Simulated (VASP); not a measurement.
Here is the system:

```
VC31Si31
1.0
    8.75833     0.00000     0.00000
    0.00000     8.75833     0.00000
    0.00000     0.00000     8.75833
Si C V
31 31 1
Direct
  0.49851   0.00085   0.00135
  0.74974   0.25014   0.00059
  0.74969   0.00014   0.25071
  0.99964   0.00010   0.00069
  0.24902   0.24830   0.00011
  0.49956   0.50020   0.99899
  0.75146   0.75072   0.00002
  0.24906   0.99951   0.24887
  0.49430   0.24721   0.24768
  0.75264   0.50551   0.24761
  0.49956   0.99844   0.50085
  0.75280   0.24695   0.50631
  0.75151   0.99937   0.75134
  0.99901   0.50135   0.00137
  0.25029   0.74958   0.00030
  0.99966   0.25009   0.25066
  0.24958   0.50091   0.24942
  0.49891   0.75015   0.24940
  0.99908   0.00067   0.50193
  0.24962   0.24887   0.50143
  0.75088   0.75008   0.50144
  0.25022   0.99970   0.75012
  0.49888   0.24889   0.75075
  0.75089   0.50092   0.75072
  0.00029   0.75077   0.24888
  0.00134   0.50016   0.50074
  0.25166   0.74809   0.50138
  0.00033   0.24829   0.75132
  0.25165   0.50084   0.74866
  0.49890   0.74811   0.74873
  0.00008   0.74945   0.75007
  0.62499   0.12676   0.12727
  0.87313   0.37477   0.12720
  0.87318   0.12663   0.37548
  0.12393   0.12490   0.12554
  0.37455   0.37584   0.12447
  0.62393   0.62521   0.12442
  0.87480   0.87587   0.12555
  0.37464   0.12397   0.37636
  0.87587   0.62515   0.37638
  0.62398   0.12381   0.62588
  0.87586   0.37582   0.62579
  0.87484   0.12490   0.87642
  0.12388   0.62535   0.12461
  0.37459   0.87600   0.12466
  0.12542   0.37454   0.37516
  0.37130   0.62845   0.36973
  0.62515   0.87434   0.37519
  0.12396   0.12399   0.62584
  0.37136   0.36917   0.62898
  0.63051   0.62851   0.62904
  0.87577   0.87581   0.62580
  0.37448   0.12407   0.87648
  0.62517   0.37454   0.87496
  0.87575   0.62528   0.87646
  0.12394   0.87587   0.37652
  0.12503   0.62481   0.62540
  0.37490   0.87473   0.62550
  0.12396   0.37592   0.87649
  0.37485   0.62489   0.87530
  0.62380   0.87583   0.87645
  0.12467   0.87507   0.87568
  0.51023   0.48958   0.49012
```

Computed with PBE GGA, VASP's PBE PAW potentials (set 64) (plane waves; VASP 6.6.1). Run with PREC = Normal, LREAL = Auto, ISYM = 0, 400 eV cut-off, 1×1×1 Γ-centred mesh, Gaussian smearing of 0.050 eV, potentials Si C V_sv. Starting moments (MAGMOM): 63*0.0476. The cell's moment is fixed (NUPDOWN = 3).

The supercell is sampled at Γ alone, which is coarse: total energies, pressure and levels can be off, energies of defects by several tenths of an eV.

Question: What does the run give for the cell moment, energy per atom (σ→0)?

Answer: 
| Item | Value |
|---|---|
| cell moment | 3.00 μB |
| energy per atom (σ→0) | -7.442 eV/atom |

Question: Give the moment on each site (PAW-sphere projection).

Answer: 
```tsv
site	moment (μB)
Si1	0.00
Si2	0.00
Si3	0.00
Si4	0.00
Si5	0.01
Si6	0.00
Si7	0.01
Si8	0.01
Si9	0.03
Si10	0.03
Si11	0.00
Si12	0.03
Si13	0.01
Si14	0.00
Si15	0.00
Si16	0.00
Si17	0.01
Si18	0.01
Si19	0.00
Si20	0.01
Si21	0.01
Si22	0.00
Si23	0.01
Si24	0.01
Si25	0.01
Si26	0.00
Si27	0.01
Si28	0.01
Si29	0.01
Si30	0.01
Si31	0.00
C32	0.00
C33	0.00
C34	0.00
C35	0.00
C36	0.02
C37	0.02
C38	0.00
C39	0.02
C40	0.02
C41	0.02
C42	0.02
C43	0.00
C44	0.00
C45	0.00
C46	0.00
C47	-0.03
C48	0.00
C49	0.00
C50	-0.03
C51	-0.03
C52	0.00
C53	0.00
C54	0.00
C55	0.00
C56	0.02
C57	0.00
C58	0.00
C59	0.02
C60	0.00
C61	0.02
C62	0.01
V63	1.67
```

The absolute energy has meaning only against runs of the same code, potentials and settings.

The cell is a supercell with a defect, built from SiC (zinc blende): V_Si-vac_C.
